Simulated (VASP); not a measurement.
Given:

```xyz
2
Lattice="1.8250 -3.1610 0.0000 1.8250 3.1610 0.0000 0.0000 0.0000 5.7300" Properties=species:S:1:pos:R:3 pbc="T T T"
Y      1.8250     1.0537     1.4325
Y      1.8250    -1.0537     4.2975
```

Method: vdW-DF-cx, VASP's PBE PAW potentials (set 64) (plane waves; VASP). Settings: 520 eV cut-off, 10×10×6 Γ-centred mesh, first-order Methfessel-Paxton smearing of 0.10 eV, potentials Y_sv.

Energy and stress use the plane-wave basis of the starting cell.

Question: The ions, cell shape and volume are relaxed. What does this cell relax into?

Answer: 
```xyz
2
Lattice="1.8043 -3.1251 0.0000 1.8043 3.1251 0.0000 0.0000 0.0000 5.5574" Properties=species:S:1:pos:R:3 pbc="T T T"
Y      1.8043     1.0417     1.3893
Y      1.8043    -1.0417     4.1680
```
Space group P6_3/mmc (194), at a tolerance of 0.03 Å.

Question: How do energy and volume change from the first to the last step?

Answer: The energy (σ→0) changes by -13.7 meV/atom and the volume by -5.2 %, in 10 ionic steps.

```tsv
step	E(σ→0) (eV)	max force (eV/Å)	pressure (GPa)	volume (Å³)
1	-8.3467	0.000	-2.19	66.11
2	-8.3722	0.000	0.54	61.89
3	-8.3733	0.000	0.06	62.53
4	-8.3732	0.000	0.14	62.46
5	-8.3740	0.000	0.08	62.52
6	-8.3741	0.000	0.06	62.55
7	-8.3741	0.000	0.07	62.55
8	-8.3741	0.000	0.07	62.54
9	-8.3741	0.000	0.07	62.55
10	-8.3741	0.000	-0.03	62.67
```

The compound is Y in the hcp structure. This run relaxes it. Symmetry was kept, so distortions that lower it aren't found.
